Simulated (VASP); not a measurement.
## A slab model of a single sheet of HfTeSe

How does a single sheet of HfTeSe behave as a surface?

Calculated with VASP 6.6.1; PBEsol; plane waves and PAW (Te, Hf, Se).

Most raw output is cut from this account.

### Step 1. Starting point

The cell holds 3 atoms: 1 Te, 1 Hf and 1 Se. Its edges and angles: a = 3.884 Å, b = 3.884 Å, c = 18.271 Å, α = 90.0°, β = 90.0°, γ = 120.0°. It derives from HfTeSe. 1 sheet cut from a layered arrangement of the crystal. Vacuum lies along c.

As a file:

```xyz
3
Lattice="3.8840 0.0000 0.0000 -1.9420 3.3637 0.0000 0.0000 0.0000 18.2710" Properties=species:S:1:pos:R:3
Te    1.9420    1.1212   10.7710
Hf    0.0000    0.0000    8.9504
Se    0.0000    2.2424    7.5000
```

### Step 2. Relaxing the slab

All atoms relax at the fixed cell.

INCAR reads:

```
SYSTEM = HfTeSe
PREC = Normal
ENCUT = 300
EDIFF = 1E-05
NELM = 120
ISMEAR = 0
SIGMA = 0.05
LREAL = .FALSE.
ALGO = Fast
GGA = PS
NBANDS = 14
LORBIT = 11
LWAVE = .FALSE.
LCHARG = .FALSE.
KPAR = 2
IBRION = 2
NSW = 40
ISIF = 2
EDIFFG = -0.03
POTIM = 0.4
MAXMIX = 40
IDIPOL = 3
LDIPOL = .TRUE.
DIPOL = 0.5 0.5 0.497
```

POSCAR reads:

```
HfTeSe
1.0
    3.8840129110      0.0000000000      0.0000000000
   -1.9420064550      3.3636538490      0.0000000000
    0.0000000000      0.0000000000     18.2710317100
Te Hf Se
1 1 1
Direct
    0.6666666670      0.3333333330      0.5895141490
    0.0000000000      0.0000000000      0.4898660350
    0.3333333330      0.6666666670      0.4104858510
```

KPOINTS reads:

```
Automatic mesh
0
Gamma
9 9 1
0 0 0
```

The projector-augmented-wave data sets are Te, Hf and Se (PBE family, release 64).

Run with:

```sh
> mpirun -np 2 vasp_std
```

It took 19 s on 2 MPI ranks of AMD EPYC 7R43, shared host; peak memory 0.27 GiB.

The PAW data sets were made with PBE, which is usual practice but a small mismatch for other functionals. The data set Hf keeps the semicore shell frozen, which is cheaper and a little less accurate. The run keeps the 6 symmetry operations of its start, so it cannot find a distortion of lower symmetry.

Relaxation path:

```tsv
step	energy less that of the first step (eV)	largest force (eV/Å)
1	0.0000	0.1827
2	-0.0015	0.0912
3	-0.0019	0.0684
4	-0.0022	0.0275
```

The atoms that moved most (Å):

```tsv
atom	dx	dy	dz	length
Se3	0.000	0.000	0.015	0.015
Hf2	0.000	0.000	-0.008	0.008
Te1	0.000	0.000	-0.007	0.007
```

Final coordinates:

```cif
data_structure
_symmetry_space_group_name_H-M 'P 1'
_symmetry_Int_Tables_number 1
_cell_length_a 3.8840
_cell_length_b 3.8840
_cell_length_c 18.2710
_cell_angle_alpha 90.000
_cell_angle_beta 90.000
_cell_angle_gamma 120.000
_cell_volume 238.70
loop_
_atom_site_label
_atom_site_type_symbol
_atom_site_fract_x
_atom_site_fract_y
_atom_site_fract_z
_atom_site_occupancy
Te1 Te 0.66667 0.33333 0.58914 1
Hf2 Hf 0.00000 0.00000 0.48944 1
Se3 Se 0.33333 0.66667 0.41129 1
```

This step gave:

* electronic cycles: 35
* electrons: 16
* free energy (TOTEN): -21.00 eV
* energy at zero smearing: -21.00 eV
* Fermi energy: -1.48 eV
* labelled metallic, from the levels on this mesh: yes
* dipole moment: 0, 0, 0.003328 e·Å

The run ended after 4 ionic steps, 0.002 eV below its first step, once the forces on the free atoms met EDIFFG = -0.03.

Only the dipole across the slab is computed (IDIPOL = 3); zeros along the plane are no results.

### Step 3. Vacuum level and density of states

A static run writes the electrostatic potential without exchange and correlation (LVHAR), which is flat in the vacuum and gives the level to count from. The dipole correction cancels the field that unlike faces would set up across the vacuum.

INCAR reads:

```
SYSTEM = HfTeSe
PREC = Normal
ENCUT = 300
EDIFF = 1E-06
NELM = 120
ISMEAR = 0
SIGMA = 0.05
LREAL = .FALSE.
ALGO = Fast
GGA = PS
NBANDS = 21
LORBIT = 11
LWAVE = .TRUE.
LCHARG = .TRUE.
IDIPOL = 3
LDIPOL = .TRUE.
DIPOL = 0.5 0.5 0.497
LVHAR = .TRUE.
LVACPOTAV = .TRUE.
LELF = .TRUE.
NEDOS = 1500
```

POSCAR reads:

```
HfTeSe
1.0
    3.8840129110      0.0000000000      0.0000000000
   -1.9420064550      3.3636538490      0.0000000000
    0.0000000000      0.0000000000     18.2710317100
Te Hf Se
1 1 1
Direct
    0.6666666670      0.3333333330      0.5891367095
    0.0000000000      0.0000000000      0.4894401754
    0.3333333330      0.6666666670      0.4112891502
```

KPOINTS is that of step 2.

KPOINTS_OPT reads:

```
Line mode
14
Line-mode
Reciprocal
  0.00000000   0.00000000   0.00000000 GAMMA
  0.50000000   0.00000000   0.00000000 M

  0.50000000   0.00000000   0.00000000 M
  0.33333333   0.33333333   0.00000000 K

  0.33333333   0.33333333   0.00000000 K
  0.00000000   0.00000000   0.00000000 GAMMA
```

Run with:

```sh
> mpirun -np 2 vasp_std
```

The job ended after 33 s (2 MPI ranks; peak memory 0.25 GiB; 65 s of CPU time).

Numbers from this step:

| Quantity | Value |
| --- | --- |
| electronic cycles | 22 |
| Fermi energy | -1.481 eV |
| DOS at the Fermi level | 1.465 states/eV/cell |
| dipole moment | 0, 0, 0.003263 e·Å |
| vacuum levels | 3.335, 3.289 eV |
| work functions of the upper and lower face | 4.816, 4.770 eV |

The electronic bands at the labelled points (eV, zero at the Fermi level; # counts the bands kept):

```tsv
point	#3	#4	#5	#6	#7	#8	#9	#10
Γ	-3.11	-1.71	0.03	0.03	0.72	0.72	1.24	3.33
0.46 of the way	-3.00	-2.67	-1.28	-1.03	0.40	1.85	2.01	3.27
M	-3.06	-3.00	-2.05	-1.34	0.01	2.28	2.29	3.78
0.54 of the way	-3.41	-2.85	-2.46	-2.11	0.89	2.01	2.29	3.57
K	-3.94	-2.75	-2.63	-2.34	1.32	1.86	2.10	3.66
0.54 of the way	-3.17	-2.79	-1.67	-1.27	0.86	1.45	2.35	3.36
Γ	-3.11	-1.71	0.03	0.03	0.72	0.72	1.24	3.33
```

Of the projections kept (Te, Hf, Se), the largest for each band there; the rest of the weight can lie on other orbitals:

```tsv
point	#3	#4	#5	#6	#7	#8	#9	#10
Γ	Hf 0.51	Te 0.50	Te 0.62	Te 0.62	Hf 0.95	Hf 0.95	Hf 0.85	Hf 0.44
M	Se 0.52	Se 0.45	Te 0.59	Te 0.62	Hf 0.81	Hf 0.99	Hf 0.97	Hf 0.68
K	Te 0.47	Te 0.44	Se 0.58	Te 0.59	Hf 0.96	Hf 0.83	Hf 0.83	Hf 0.85
Γ	Hf 0.51	Te 0.50	Te 0.62	Te 0.62	Hf 0.95	Hf 0.95	Hf 0.85	Hf 0.44
```

The density of states has structure finer than the step of the table below, so its rows give means over 0.5 eV, whole bins alone (the curve runs from -12.0 to 7.90 eV). Peaks (eV: height): total -3.94: 8.14, -3.21: 7.33, -3.07: 10.0, 2.35: 9.75; Te s -11.24: 1.26, -11.04: 1.61, -10.71: 2.56, -10.57: 2.54; Te p -4.01: 1.07, -2.14: 1.45, -1.67: 1.42, -1.27: 1.42; Hf s -5.35: 0.447, -4.95: 0.609, -4.68: 0.453, -4.41: 0.555; Hf p -4.01: 0.535, 6.57: 0.464, 6.77: 0.437, 7.64: 0.514.

Means over bins of 0.067 eV. Table of density of states by energy, zero at the Fermi level; means over each step; 7 of 8 lines; values in states/eV/cell:

```tsv
energy (eV)	total	Te s	Te p	Hf s	Hf p	Hf d	Se s
-11.5	0.613	0.356	0.00239	0.0141	0.0144	0.00553	0.0265
-11.0	1.57	0.979	0.00921	0.0311	0.0292	0.0390	0.0219
-10.5	1.83	1.21	0.00946	0.0143	0.0355	0.0622	0.00300
-10.0	0	0	0	0	0	0	0
-9.5	0	0	0	0	0	0	0
-9.0	0	0	0	0	0	0	0
-8.5	0	0	0	0	0	0	0
-8.0	0	0	0	0	0	0	0
-7.5	0	0	0	0	0	0	0
-7.0	0	0	0	0	0	0	0
-6.5	0	0	0	0	0	0	0
-6.0	0	0	0	0	0	0	0
-5.5	0.569	0.00394	0.0537	0.0956	0.00231	0.0487	0.00203
-5.0	1.52	0.0229	0.123	0.243	0.0156	0.124	0.0118
-4.5	2.01	0.0537	0.159	0.263	0.0258	0.188	0.0390
-4.0	3.63	0.0210	0.445	0.0493	0.236	0.444	0.0198
-3.5	1.69	0.00200	0.147	0.0333	0.0646	0.340	0.00195
-3.0	5.57	0.0134	0.581	0.0190	0.183	1.28	0.0136
-2.5	1.48	0.00831	0.342	0.0174	0.0364	0.268	0.0107
-2.0	3.05	0.0387	0.893	0.0321	0.162	0.331	0.00668
-1.5	2.89	0.0179	0.841	0.0102	0.141	0.271	0.00294
-1.0	1.23	0.00661	0.376	0.0116	0.0453	0.215	0.00300
-0.5	0.297	0	0.0907	0	0.00817	0.0666	0
0.0	0.683	0.00308	0.0489	0.0227	0.00518	0.319	0.00298
0.5	1.97	0.00438	0.0860	0.0350	0.0203	1.12	0.00494
1.0	1.60	0.00232	0.0718	0.0174	0.0138	1.00	0.00183
1.5	1.73	0.00401	0.149	0.0105	0.0187	0.964	2.6e-4
2.0	3.44	0.00687	0.177	0.0463	0.0187	2.34	6.2e-4
2.5	2.69	0.00455	0.0743	0.0815	0.00937	2.06	2.8e-4
3.0	0.214	0.00363	0.00353	0.00182	8.7e-4	0.0956	0.0102
3.5	3.37	0.0281	0.0982	0.0676	0.0650	1.52	0.0746
4.0	2.74	0.0397	0.143	0.119	0.0386	0.996	0.0437
4.5	3.14	0.0366	0.168	0.144	0.0761	0.910	0.0376
5.0	2.60	0.0495	0.0949	0.123	0.0495	0.417	0.0432
5.5	4.21	0.0661	0.174	0.267	0.154	0.454	0.0570
6.0	2.41	0.0284	0.0763	0.0856	0.107	0.125	0.0235
6.5	4.48	0.0562	0.145	0.0776	0.244	0.199	0.0318
7.0	2.78	0.0184	0.0904	0.0485	0.136	0.130	0.0188
7.5	5.21	0.0214	0.109	0.0417	0.313	0.165	0.0131
```

Zero at the Fermi level. Planar average of the electrostatic potential against height:

height (Å), planar average of the electrostatic potential (eV) and a bar from the least value:
```
      0.0        4.8 ##############################
      0.5        4.8 ##############################
      1.0        4.8 ##############################
      1.5        4.8 ##############################
      2.0        4.8 ##############################
      2.5        4.8 ##############################
      3.0        4.8 ##############################
      3.5        4.8 ##############################
      4.0        4.8 ##############################
      4.5        4.8 ##############################
      5.0        4.8 ##############################
      5.5        4.7 ##############################
      6.0        4.4 #############################
      6.5        2.9 ###########################
      7.0       -3.4 ################
      7.5       -7.2 ##########
      8.0       -7.8 #########
      8.5       -5.8 ############
      9.0       -6.4 ###########
      9.5       -4.4 ##############
     10.0       -5.4 #############
     10.5      -13.0 
     11.0      -12.6 #
     11.5       -2.7 #################
     12.0        3.2 ###########################
     12.5        4.4 #############################
     13.0        4.7 ##############################
     13.5        4.8 ##############################
     14.0        4.8 ##############################
     14.5        4.8 ##############################
     15.0        4.8 ##############################
     15.5        4.8 ##############################
     16.0        4.8 ##############################
     16.5        4.8 ##############################
     17.0        4.8 ##############################
     17.5        4.8 ##############################
     18.0        4.8 ##############################
```

Density of states in the PAW spheres, an atom over height of the layer and energy from the Fermi level.

Values in states/eV, 22 rows by 3 columns, each cell a mean:
```
0.11 0.82 0.09
0.08 0.43 0.08
0.04 0.09 0.10
0.02 0.07 0.09
0.33 0.45 0.82
0.38 0.37 0.74
0.35 0.58 1.02
0.18 0.33 0.46
0.56 0.56 0.41
1.70 1.58 0.57
0.52 0.48 0.17
0.89 0.78 0.49
0.40 0.38 0.21
0.56 0.56 0.24
0.32 0.36 0.14
0.11 0.14 0.06
0.00 0.00 0.00
0.00 0.00 0.00
0.00 0.00 0.00
0.00 0.00 0.00
0.00 0.00 0.00
0.00 0.00 0.00
```
Columns: height of the layer (Å) from 7.5 to 10.8 (not evenly spaced); rows upwards: energy from the Fermi level (eV) from -7.9 to 0.5.

ELF in the ca plane at fractional y = 0.000, with atoms of Hf within 0.2 Å of it. It is the smooth field of the valence electrons, not physical close to the nuclei.

Ten even steps from '0' (0.00) to '9' (0.82), each cell a mean:
```
00000000000000000110000012210000000000000000
00000000000000012443200256542100000000000000
00000000000000136787411588876420000000000000
00000000000001368998633689999741010000000000
00000000000021368998743689999742000110000000
00000000000000247898522689997531010000000000
00000000000000024565301467754210000000000000
00000000000000001221000124321000000000000000
00000000000000000000000001100000000000000000
```
Columns run along c (18.3 Å), rows up along a (3.9 Å). Atoms in or near the plane, at fractional coordinates: Hf at (0.49, 0.00).

Valence density in the ca plane at fractional y = 0.000, with atoms of Hf within 0.2 Å of it. It is the smooth field of the valence electrons, not physical close to the nuclei.

Ten even steps from '0' (0.00 e/Å³) to '9' (0.34 e/Å³), each cell a mean:
```
00000000000000000124655443210000000000000000
00000000000000001245655654321000000000000000
00000000000000012466544567642000000000000000
00000000000000013798543579863100000000000000
00000000000000014798643579973100000000000000
00000000000000013687544578752100000000000000
00000000000000001355544566431000000000000000
00000000000000001234655543210000000000000000
00000000000000000123554332210000000000000000
```
Columns run along c (18.3 Å), rows up along a (3.9 Å). Atoms in or near the plane, at fractional coordinates: Hf at (0.49, 0.00).

Electrostatic potential energy in the ca plane at fractional y = 0.000, with atoms of Hf within 0.2 Å of it. With pseudopotentials it is smooth inside the atoms' cores, unlike the true potential.

Values in eV, 5 rows by 16 columns, each cell a mean:
```
  3   3   3   3   3   3  -1 -18 -15   0   3   3   3   3   3   3
  3   3   3   3   3   3  -1  -6  -4  -2   2   3   3   3   3   3
  3   3   3   3   3   2  -2  -1  -1  -5   1   3   3   3   3   3
  3   3   3   3   3   3  -1  -9  -7  -1   2   3   3   3   3   3
  3   3   3   3   3   3  -2 -18 -17   0   3   3   3   3   3   3
```
Columns run along c (18.3 Å; values clipped at the 3rd and 97th percentile), rows up along a (3.9 Å). Atoms in or near the plane, at fractional coordinates: Hf at (0.49, 0.00).

The map of layer states is cut here 0.5 eV above the Fermi level, so it leaves out the states above that.

The vacuum level lies 4.82 eV above the Fermi level at the upper face; the two faces differ by 0.05 eV, the step that the slab's dipole of 0.003 e·Å makes.

The program found no field-free point at its default tolerance, but its printed level agrees with the flat part of the planar average.

On this mesh the fine structure of the density of states is sampling noise, and high empty states may be cut by the number of bands.

### Step 4. Tunnelling image, filled states within 1 eV

A partial density over this window, at constant height above the top atom, is the Tersoff-Hamann picture of a tunnelling image.

INCAR reads:

```
SYSTEM = HfTeSe
PREC = Normal
ENCUT = 300
EDIFF = 1E-05
NELM = 120
ISMEAR = 0
SIGMA = 0.05
LREAL = .FALSE.
ALGO = Fast
GGA = PS
NBANDS = 22
LWAVE = .FALSE.
LCHARG = .FALSE.
ISTART = 1
LPARD = .TRUE.
NBMOD = -3
EINT = -1 0
LSEPB = .FALSE.
LSEPK = .FALSE.
```

POSCAR is that of step 3.

KPOINTS is that of step 3.

The WAVECAR or CHGCAR of an earlier step is read.

Run with:

```sh
> mpirun -np 2 vasp_std
```

Wall time 2.4 s (2 MPI ranks); 3.3 s of CPU time.

Local density of states in the window along a and b. Constant height, 2.5 Å above the top atom.

Values in units of 1e-6 e/Å³, 12 rows by 16 columns, each cell a mean:
```
0.2 0.5 0.8 1.5 2.2 3.0 3.5 3.8 3.7 3.3 2.7 1.9 1.2 0.7 0.4 0.2
1.0 0.8 0.7 0.9 1.3 1.7 2.0 2.1 1.8 1.4 1.1 0.8 0.9 1.0 1.1 1.1
2.1 1.5 1.0 0.7 0.6 0.6 0.7 0.7 0.7 0.8 1.1 1.6 2.2 2.6 2.8 2.6
3.4 2.5 1.6 0.8 0.3 0.1 0.1 0.5 1.2 2.0 2.9 3.7 4.3 4.5 4.5 4.1
4.2 3.2 2.0 0.9 0.2 0.2 0.7 1.8 2.9 4.0 4.7 5.1 5.2 5.2 5.2 4.9
4.6 3.4 2.0 0.8 0.4 0.9 2.1 3.5 4.6 5.1 4.9 4.4 4.2 4.5 5.0 5.2
4.4 3.0 1.5 0.7 1.0 2.1 3.7 4.9 5.1 4.2 2.8 1.9 2.2 3.5 4.8 5.2
3.8 2.2 1.0 0.9 1.8 3.4 4.8 5.1 4.1 2.2 0.6 0.5 1.7 3.7 5.0 5.0
2.7 1.3 0.7 1.4 2.8 4.4 5.2 4.8 3.2 1.4 0.7 1.5 3.2 4.8 5.2 4.3
1.5 0.7 0.9 2.0 3.6 4.9 5.3 4.7 3.6 2.9 3.0 4.0 5.0 5.2 4.4 2.9
0.5 0.4 1.1 2.3 3.7 4.8 5.2 5.1 4.8 4.7 4.9 5.1 4.9 4.0 2.7 1.4
0.1 0.4 1.1 2.1 3.2 4.2 4.7 5.0 5.1 5.0 4.7 4.1 3.2 2.1 1.1 0.3
```
Columns: along a (fractional) from 0 to 0.969; rows upwards: along b (fractional) from 0 to 0.969.

Partial charge density in the ca plane at fractional y = 0.000, with atoms of Hf within 0.2 Å of it. It is the smooth field of the valence electrons, not physical close to the nuclei.

Ten even steps from '0' (0.00 × 1e-3 Å⁻³) to '9' (6.85 × 1e-3 Å⁻³), each cell a mean:
```
00000000000000000001664410000000000000000000
00000000000000000012545643210000000000000000
00000000000000000122213566531000000000000000
00000000000000001232112479841000000000000000
00000000000000001232102479952000000000000000
00000000000000000222112478741000000000000000
00000000000000000112324655320000000000000000
00000000000000000002755632100000000000000000
00000000000000000000463100000000000000000000
```
Columns run along c (18.3 Å), rows up along a (3.9 Å). Atoms in or near the plane, at fractional coordinates: Hf at (0.49, 0.00).

Shared out to the nearest atoms, the partial charge density (by size) has 53 % on Te; its largest share on one atom is 53 % (Te1), and it takes 2 of the 3 atoms to pass 80 %.

Between its 5th and 95th percentile the partial density varies by a factor of 17, which sets the contrast of the image.

### Step 5. Tunnelling image, empty states within 1 eV

INCAR, as its differences from that of step 4:

```diff
@@ -16,3 +16,3 @@
 NBMOD = -3
-EINT = -1 0
+EINT = 0 1
 LSEPB = .FALSE.
```

POSCAR is that of step 4.

KPOINTS is that of step 4.

The WAVECAR or CHGCAR of an earlier step is read.

Run with:

```sh
> mpirun -np 2 vasp_std
```

Run time: 2 s. Hardware: 2 MPI ranks.

Local density of states in the window along a and b. Constant height, 2.5 Å above the top atom.

Values in units of 1e-4 e/Å³, 12 rows by 16 columns, each cell a mean:
```
1.0 1.0 1.2 1.5 1.7 2.0 2.3 2.4 2.3 2.2 1.9 1.6 1.4 1.1 1.0 0.9
1.2 1.2 1.3 1.5 1.6 1.8 1.9 1.9 1.8 1.7 1.5 1.4 1.3 1.2 1.2 1.2
1.6 1.5 1.5 1.5 1.6 1.6 1.6 1.6 1.6 1.5 1.5 1.6 1.6 1.6 1.6 1.6
2.1 1.9 1.7 1.6 1.5 1.5 1.5 1.6 1.7 1.8 2.0 2.2 2.3 2.3 2.3 2.2
2.5 2.1 1.8 1.6 1.5 1.5 1.6 1.8 2.1 2.4 2.8 3.0 3.2 3.2 3.1 2.8
2.7 2.2 1.8 1.6 1.6 1.6 1.9 2.3 2.7 3.3 3.8 4.1 4.2 4.1 3.7 3.2
2.6 2.1 1.7 1.6 1.6 1.9 2.3 2.9 3.6 4.2 4.8 5.0 5.0 4.6 3.9 3.3
2.3 1.8 1.5 1.5 1.7 2.1 2.7 3.5 4.3 5.0 5.4 5.4 5.1 4.5 3.7 2.9
1.8 1.5 1.3 1.5 1.8 2.4 3.1 3.9 4.7 5.2 5.4 5.2 4.6 3.9 3.1 2.3
1.3 1.2 1.2 1.5 1.9 2.5 3.2 3.9 4.5 4.8 4.7 4.3 3.7 2.9 2.3 1.7
1.0 1.0 1.2 1.5 1.9 2.5 3.1 3.6 3.9 3.9 3.7 3.2 2.7 2.1 1.6 1.2
0.9 1.0 1.2 1.5 1.9 2.3 2.7 3.0 3.1 3.0 2.7 2.3 1.9 1.5 1.2 1.0
```
Columns: along a (fractional) from 0 to 0.969; rows upwards: along b (fractional) from 0 to 0.969.

Partial charge density in the ca plane at fractional y = 0.000, with atoms of Hf within 0.2 Å of it. It is the smooth field of the valence electrons, not physical close to the nuclei.

Values in Å⁻³, 5 rows by 16 columns, each cell a mean:
```
0.00 0.00 0.00 0.00 0.00 0.00 0.04 0.10 0.10 0.02 0.00 0.00 0.00 0.00 0.00 0.00
0.00 0.00 0.00 0.00 0.00 0.00 0.01 0.03 0.03 0.01 0.00 0.00 0.00 0.00 0.00 0.00
0.00 0.00 0.00 0.00 0.00 0.00 0.01 0.02 0.01 0.01 0.00 0.00 0.00 0.00 0.00 0.00
0.00 0.00 0.00 0.00 0.00 0.00 0.02 0.05 0.04 0.01 0.00 0.00 0.00 0.00 0.00 0.00
0.00 0.00 0.00 0.00 0.00 0.00 0.04 0.11 0.12 0.02 0.00 0.00 0.00 0.00 0.00 0.00
```
Columns run along c (18.3 Å), rows up along a (3.9 Å). Atoms in or near the plane, at fractional coordinates: Hf at (0.49, 0.00).

Shared out to the nearest atoms, the partial charge density (by size) has 65 % on Hf; its largest share on one atom is 65 % (Hf2), and it takes 2 of the 3 atoms to pass 80 %.

Between its 5th and 95th percentile the partial density varies by a factor of 4.5, which sets the contrast of the image.

### Step 6. Putting the energies together

This step: slab, PBEsol; plane waves and PAW (VASP 6.6.1).

No new run; the numbers come from the runs before.

### Step 7. Results

```json
{"work function of the slab": "4.82 eV"}
```

**Reading.** The work function is 4.82 eV at the upper face and 4.77 eV at the lower. The atom that ends on top (Te) moved inwards by 0.01 Å, counted from the mean of all atoms. Spin-orbit coupling is left out, which matters for the heavy elements here. The cell in the plane was kept as given and was not relaxed here.

[Lines on the potential files, build, host, timing and source positions are cut from VASP's logs without a mark.]

[Logs are printed without paths, hosts, clocks, repeated set-up lines and the standing remarks that a program may print on its own settings, such as how far it seeks lower states.]

[Hosts, paths, dates, database ids (printed as entryN), source tags and the programs' standing remarks are cut or masked in the printed files.]

[In band tables of VASP the shares of atoms and orbitals are scaled to a sum of 1 inside the atoms' spheres.]

[Runs that stopped without an error message from VASP are left out.]
